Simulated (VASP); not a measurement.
Consider the following.

```xyz
3
Lattice="0.0000 3.1457 3.1457 3.1457 0.0000 3.1457 3.1457 3.1457 0.0000" Properties=species:S:1:pos:R:3 pbc="T T T"
Mg     1.5728     1.5728     1.5728
Mg     4.7185     4.7185     4.7185
Si     0.0000     0.0000     0.0000
```

Calculation: PBE GGA with D4 dispersion, VASP's PBE PAW potentials (set 64) (plane waves; VASP). Run with 520 eV cut-off, 6×6×6 Γ-centred mesh, Gaussian smearing of 0.050 eV, potentials Mg Si.

The job: Mg2Si (antifluorite), 3 atoms, PBE-D4, static run, 520 eV, 6×6×6 Γ-centred mesh. Roughly how much core time does it take on a busy server core?

About 9 core-seconds (one run on a shared machine, a rough figure). It had 16 irreducible k-points, 8 bands, up to 1694 plane waves and 13 electronic steps.

The compound is Mg2Si in the antifluorite structure. It was relaxed first.
